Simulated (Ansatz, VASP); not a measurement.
# Cross-check of HfO2 between VASP and Ansatz, part 2 of 3

One calculation is typed for both programs; each brings its own data sets. How far apart do they land? The cell is taken from a series of runs on this material, whose earlier steps may have relaxed, scaled, displaced or heated it; both programs get it as it stands.

VASP 6.6.1 and Ansatz 0.2.0.

So far: The structure; Ansatz: zone-centre phonons, LDA.

### 3. VASP: zone-centre phonons, LDA

Level of this step: LDA; plane waves and PAW (O, Hf_pv) (VASP).

The same cell, functional (in two slightly different forms) and mesh now go to VASP, with its own data sets.

Lines of VASP's logs that name or quote its potential files are left out, and so is its time.

The input, INCAR:

```
SYSTEM = HfO2
PREC = Accurate
ENCUT = 600
EDIFF = 1E-08
NELM = 120
ISMEAR = 0
SIGMA = 0.01
LREAL = .FALSE.
ALGO = Normal
GGA = CA
NBANDS = 56
LASPH = .TRUE.
LORBIT = 11
LWAVE = .FALSE.
LCHARG = .FALSE.
ISIF = 2
IBRION = 8
LEPSILON = .TRUE.
GGA_COMPAT = .FALSE.
EFERMI = MIDGAP
KPAR = 2
```

The input, POSCAR:

```
HfO2
1.0
    4.8442390305      0.0000000000      0.1414415081
    0.0000000000      5.1279011256      0.0000000000
   -0.6685319542      0.0000000000      4.8161954947
O Hf
8 4
Direct
    0.4414007207      0.7620857016      0.4925259616
    0.5585992793      0.2620857016      0.0074740384
    0.5585992793      0.2379142984      0.5074740384
    0.4414007207      0.7379142984      0.9925259616
    0.1023664088      0.3890300914      0.2926147405
    0.8976335912      0.8890300914      0.2073852595
    0.8976335912      0.6109699086      0.7073852595
    0.1023664088      0.1109699086      0.7926147405
    0.2753484550      0.0378606041      0.2167941944
    0.7246515450      0.5378606041      0.2832058056
    0.7246515450      0.9621393959      0.7832058056
    0.2753484550      0.4621393959      0.7167941944
```

The input, KPOINTS:

```
Automatic mesh
0
Gamma
4 4 4
0 0 0
```

Potentials, in the order of the species: O and Hf_pv (LDA family, release 64).

Command:

```
> mpirun -np 2 vasp_std
```

The log of the run:

```text
[banner, memory and clock lines left out]
running    2 mpi-ranks, on    1 nodes
 distrk:  each k-point on    1 cores,    2 groups
 distr:  one band on    1 cores,    1 groups

 POSCAR found type information on POSCAR O Hf
 POSCAR found :  2 types and      12 ions
 LDA part: xc-table for (Slater(with rela. corr.)+CA(PZ))
 , standard interpolation
 POSCAR, INCAR and KPOINTS ok, starting setup
 FFT: planning ... GRIDC
 FFT: planning ... GRID_SOFT
 FFT: planning ... GRID
 WAVECAR not read
 entering main loop
       N       E                     dE             d eps       ncg     rms          rms(c)
DAV:   1     0.596755693938E+03    0.59676E+03   -0.55313E+04  3360   0.179E+03
DAV:   2    -0.117520899549E+03   -0.71428E+03   -0.69282E+03  4192   0.440E+02
DAV:   3    -0.152301712314E+03   -0.34781E+02   -0.34645E+02  3984   0.870E+01
DAV:   4    -0.152708629583E+03   -0.40692E+00   -0.40627E+00  4216   0.102E+01
DAV:   5    -0.152714101912E+03   -0.54723E-02   -0.54706E-02  4040   0.110E+00    0.133E+02
DAV:   6    -0.132879462912E+03    0.19835E+02   -0.97925E+01  3800   0.415E+01    0.107E+02
DAV:   7    -0.132425169104E+03    0.45429E+00   -0.52066E+00  4104   0.113E+01    0.482E+01
DAV:   8    -0.132364282442E+03    0.60887E-01   -0.22645E-01  4016   0.253E+00    0.657E+00
DAV:   9    -0.132344015410E+03    0.20267E-01   -0.75236E-02  3848   0.144E+00    0.399E+00
DAV:  10    -0.132342688602E+03    0.13268E-02   -0.12520E-02  4120   0.545E-01    0.634E-01
DAV:  11    -0.132342570489E+03    0.11811E-03   -0.18341E-03  3952   0.206E-01    0.182E-01
DAV:  12    -0.132342565707E+03    0.47817E-05   -0.78574E-05  4120   0.435E-02    0.422E-02
DAV:  13    -0.132342565562E+03    0.14473E-06   -0.87517E-06  4016   0.166E-02    0.280E-02
DAV:  14    -0.132342565401E+03    0.16093E-06   -0.15425E-06  3976   0.585E-03    0.107E-02
DAV:  15    -0.132342565410E+03   -0.84383E-08   -0.13757E-07  4208   0.183E-03    0.555E-03
DAV:  16    -0.132342565408E+03    0.13060E-08   -0.14312E-08  2480   0.635E-04
   1 F= -.13234257E+03 E0= -.13234257E+03  d E =0.000000E+00
 Linear response reoptimize wavefunctions to high precision
DAV:   1    -0.132342565408E+03    0.38563E-09   -0.23151E-09  2400   0.287E-04
DAV:   2    -0.132342565408E+03    0.52751E-10   -0.30682E-10  2400   0.835E-05
 Linear response G [H, r] |phi>, progress :
  Direction:   1
       N       E                     dE             d eps       ncg     rms
RMM:   1    -0.368403948120E+03   -0.36840E+03    0.31981E+03  4781   0.238E+02
RMM:   2    -0.354293464343E+03    0.14110E+02   -0.13916E+02  5394   0.418E+01
RMM:   3    -0.355527243157E+03   -0.12338E+01   -0.88843E+00  6555   0.705E+00
RMM:   4    -0.355550732278E+03   -0.23489E-01   -0.56589E-01  7112   0.151E+00
RMM:   5    -0.355548980311E+03    0.17520E-02   -0.32809E-02  6657   0.348E-01
RMM:   6    -0.355549256641E+03   -0.27633E-03   -0.34635E-03  6911   0.942E-02
RMM:   7    -0.355549214147E+03    0.42494E-04   -0.40787E-03  6857   0.330E-02
RMM:   8    -0.355549245778E+03   -0.31632E-04    0.99320E-04  6808   0.187E-02
RMM:   9    -0.355549252569E+03   -0.67907E-05   -0.14594E-03  6677   0.164E-02
RMM:  10    -0.355549252611E+03   -0.42568E-07   -0.12479E-03  6663   0.159E-02
RMM:  11    -0.355549251726E+03    0.88583E-06   -0.37206E-04  6658   0.158E-02
RMM:  12    -0.355549227660E+03    0.24066E-04   -0.60830E-04  6703   0.157E-02
 Linear response G [H, r] |phi>, progress :
  Direction:   2
       N       E                     dE             d eps       ncg     rms
RMM:   1    -0.373641661675E+03   -0.37364E+03    0.32669E+03  4826   0.238E+02
RMM:   2    -0.353975061433E+03    0.19667E+02   -0.15451E+02  5468   0.428E+01
RMM:   3    -0.355400588113E+03   -0.14255E+01   -0.10416E+01  6538   0.750E+00
RMM:   4    -0.355435692523E+03   -0.35104E-01   -0.72042E-01  7122   0.164E+00
RMM:   5    -0.355432624341E+03    0.30682E-02   -0.39850E-02  6696   0.382E-01
RMM:   6    -0.355432904633E+03   -0.28029E-03   -0.39343E-03  7022   0.103E-01
RMM:   7    -0.355432887417E+03    0.17216E-04    0.24978E-04  6850   0.367E-02
RMM:   8    -0.355432914061E+03   -0.26643E-04   -0.33889E-05  6788   0.215E-02
RMM:   9    -0.355432889113E+03    0.24947E-04   -0.11287E-03  6755   0.190E-02
RMM:  10    -0.355432922457E+03   -0.33344E-04   -0.24726E-03  6708   0.185E-02
RMM:  11    -0.355432893290E+03    0.29167E-04   -0.27651E-03  6637   0.184E-02
RMM:  12    -0.355432898088E+03   -0.47979E-05   -0.30605E-03  6714   0.183E-02
 Linear response G [H, r] |phi>, progress :
  Direction:   3
       N       E                     dE             d eps       ncg     rms
RMM:   1    -0.371408312660E+03   -0.37141E+03    0.28335E+03  4830   0.229E+02
RMM:   2    -0.355612224115E+03    0.15796E+02   -0.13783E+02  5443   0.401E+01
RMM:   3    -0.357185702278E+03   -0.15735E+01   -0.90246E+00  6408   0.681E+00
RMM:   4    -0.357243170849E+03   -0.57469E-01   -0.64089E-01  6989   0.151E+00
[...]
Linear response progress:
  Degree of freedom:   7/  9
       N       E                     dE             d eps       ncg     rms          rms(c)
RMM:   1    -0.247003205732E+00   -0.24700E+00    0.26250E+00  4857   0.620E+00
RMM:   2    -0.235885944036E+00    0.11117E-01   -0.41325E-02  6082   0.802E-01    0.124E+00
RMM:   3    -0.235107113532E+00    0.77883E-03   -0.16346E-03  7137   0.133E-01    0.741E-01
RMM:   4    -0.234275818820E+00    0.83129E-03   -0.65561E-04  7794   0.837E-02    0.182E-01
RMM:   5    -0.234143660264E+00    0.13216E-03   -0.16040E-04  8981   0.240E-02    0.588E-02
RMM:   6    -0.234167540759E+00   -0.23880E-04   -0.16692E-05  7646   0.975E-03    0.423E-02
RMM:   7    -0.234173538764E+00   -0.59980E-05   -0.73631E-06  8761   0.281E-03    0.357E-02
RMM:   8    -0.234173635761E+00   -0.96997E-07   -0.66408E-06  8046   0.218E-03    0.705E-03
RMM:   9    -0.234173809731E+00   -0.17397E-06   -0.11368E-06  7451   0.121E-03    0.146E-03
RMM:  10    -0.234173886396E+00   -0.76665E-07   -0.51886E-07  8796   0.446E-04    0.177E-04
RMM:  11    -0.234173751518E+00    0.13488E-06   -0.44848E-07  8790   0.297E-04    0.823E-05
RMM:  12    -0.234173820296E+00   -0.68778E-07   -0.86277E-07  8984   0.265E-04    0.384E-05
RMM:  13    -0.234173726870E+00    0.93426E-07   -0.23278E-07  8917   0.254E-04    0.291E-05
RMM:  14    -0.234173690023E+00    0.36848E-07    0.25514E-07  8901   0.249E-04    0.728E-06
RMM:  15    -0.234173726567E+00   -0.36545E-07    0.65725E-08  9034   0.247E-04    0.335E-06
RMM:  16    -0.234173716951E+00    0.96162E-08    0.14585E-08  9169   0.246E-04    0.270E-06
 first order change of Fermi-energy  -0.28789E+00
 force on displaced ion       9 direction 1 : -26.808  -0.322  -0.898
 Born effective charge ion    9 direction 1 :   5.386   0.042   0.263
 Linear response progress:
  Degree of freedom:   8/  9
       N       E                     dE             d eps       ncg     rms          rms(c)
RMM:   1    -0.247958481709E+00   -0.24796E+00    0.27004E+00  4882   0.625E+00
RMM:   2    -0.236573473413E+00    0.11385E-01   -0.42678E-02  6092   0.812E-01    0.122E+00
RMM:   3    -0.235691456107E+00    0.88202E-03   -0.17929E-03  7459   0.138E-01    0.731E-01
RMM:   4    -0.234791522975E+00    0.89993E-03   -0.46860E-04  7743   0.902E-02    0.199E-01
RMM:   5    -0.234641364121E+00    0.15016E-03    0.48913E-06  9014   0.259E-02    0.518E-02
RMM:   6    -0.234691384761E+00   -0.50021E-04   -0.35368E-06  7439   0.111E-02    0.380E-02
RMM:   7    -0.234698107879E+00   -0.67231E-05    0.17143E-05  8651   0.313E-03    0.332E-02
RMM:   8    -0.234699172483E+00   -0.10646E-05    0.29924E-06  8241   0.208E-03    0.509E-03
RMM:   9    -0.234702272968E+00   -0.31005E-05   -0.86111E-07  7409   0.116E-03    0.905E-04
RMM:  10    -0.234702200929E+00    0.72039E-07    0.26441E-06  8808   0.485E-04    0.262E-04
RMM:  11    -0.234702687306E+00   -0.48638E-06   -0.70465E-07  8387   0.336E-04    0.545E-05
RMM:  12    -0.234702151998E+00    0.53531E-06    0.47147E-06  8514   0.308E-04    0.998E-05
RMM:  13    -0.234702198487E+00   -0.46489E-07    0.41557E-06  9000   0.287E-04    0.256E-05
RMM:  14    -0.234702206680E+00   -0.81934E-08    0.41343E-06  8862   0.282E-04    0.258E-05
RMM:  15    -0.234701982897E+00    0.22378E-06    0.61418E-06  8810   0.280E-04    0.521E-06
RMM:  16    -0.234702007396E+00   -0.24500E-07    0.60038E-06  9100   0.279E-04    0.294E-06
RMM:  17    -0.234702114813E+00   -0.10742E-06    0.47139E-06  9272   0.278E-04    0.106E-06
RMM:  18    -0.234702125650E+00   -0.10836E-07    0.48874E-06  9292   0.278E-04    0.926E-07
RMM:  19    -0.234702198610E+00   -0.72960E-07    0.38931E-06  9430   0.278E-04    0.945E-07
RMM:  20    -0.234702176627E+00    0.21983E-07    0.43104E-06  9527   0.278E-04    0.680E-07
RMM:  21    -0.234702195513E+00   -0.18886E-07    0.39247E-06  9618   0.278E-04    0.693E-07
RMM:  22    -0.234702186624E+00    0.88887E-08    0.41596E-06  9731   0.278E-04    0.611E-07
RMM:  23    -0.234702213187E+00   -0.26563E-07    0.37316E-06  9837   0.278E-04    0.662E-07
 first order change of Fermi-energy  -0.11496E+00
 force on displaced ion       9 direction 2 :  -0.324 -28.896   0.116
 Born effective charge ion    9 direction 2 :  -0.511   5.478   0.265
 Linear response progress:
  Degree of freedom:   9/  9
       N       E                     dE             d eps       ncg     rms          rms(c)
RMM:   1    -0.247984835572E+00   -0.24798E+00    0.24817E+00  4936   0.609E+00
RMM:   2    -0.236891259478E+00    0.11094E-01   -0.40367E-02  6061   0.784E-01    0.108E+00
RMM:   3    -0.236425249403E+00    0.46601E-03   -0.15606E-03  7179   0.123E-01    0.639E-01
RMM:   4    -0.235731191771E+00    0.69406E-03   -0.31882E-04  8234   0.618E-02    0.157E-01
RMM:   5    -0.235651993225E+00    0.79199E-04   -0.36049E-04  8585   0.179E-02    0.373E-02
RMM:   6    -0.235648182859E+00    0.38104E-05   -0.48966E-05  7679   0.792E-03    0.271E-02
RMM:   7    -0.235650268758E+00   -0.20859E-05   -0.38180E-05  9054   0.220E-03    0.242E-02
RMM:   8    -0.235645195767E+00    0.50730E-05   -0.17717E-05  8395   0.159E-03    0.562E-03
RMM:   9    -0.235645574189E+00   -0.37842E-06   -0.10644E-05  8074   0.767E-04    0.183E-03
RMM:  10    -0.235644941650E+00    0.63254E-06    0.39225E-09  9034   0.427E-04    0.394E-04
RMM:  11    -0.235644884005E+00    0.57644E-07    0.24320E-07  9129   0.359E-04    0.128E-04
RMM:  12    -0.235644707848E+00    0.17616E-06    0.26002E-06  9041   0.336E-04    0.354E-05
RMM:  13    -0.235644661482E+00    0.46366E-07    0.25233E-06  9233   0.328E-04    0.389E-05
RMM:  14    -0.235644608125E+00    0.53357E-07    0.37179E-06  9351   0.324E-04    0.152E-05
[...]
RMM:  50    -0.235644557595E+00    0.17468E-08    0.43639E-06 11039   0.321E-04    0.625E-07
RMM:  51    -0.235644561203E+00   -0.36077E-08    0.36268E-06 11040   0.321E-04    0.535E-07
RMM:  52    -0.235644556863E+00    0.43398E-08    0.43596E-06 11067   0.321E-04    0.651E-07
RMM:  53    -0.235644560098E+00   -0.32344E-08    0.36306E-06 11072   0.321E-04    0.522E-07
RMM:  54    -0.235644555824E+00    0.42734E-08    0.43926E-06 11105   0.321E-04    0.644E-07
RMM:  55    -0.235644558248E+00   -0.24240E-08    0.36509E-06 11092   0.321E-04    0.541E-07
RMM:  56    -0.235644556043E+00    0.22052E-08    0.43924E-06 11125   0.321E-04    0.654E-07
RMM:  57    -0.235644561247E+00   -0.52043E-08    0.36161E-06 11114   0.321E-04    0.560E-07
 first order change of Fermi-energy  -0.12781E+00
 force on displaced ion       9 direction 3 :  -0.900   0.106 -24.872
 Born effective charge ion    9 direction 3 :   0.285   0.034   4.594
 Born effective charges drift removed
 Linear response finished
```

(Part 2 of 3 ends here.)

[Lines on the potential files, build, host, timing and source positions are cut from VASP's logs without a mark.]

[Logs are printed without paths, hosts, clocks, repeated set-up lines and the standing remarks that a program may print on its own settings, such as how far it seeks lower states.]

[Hosts, paths, dates, database ids (printed as entryN), source tags and the programs' standing remarks are cut or masked in the printed files.]
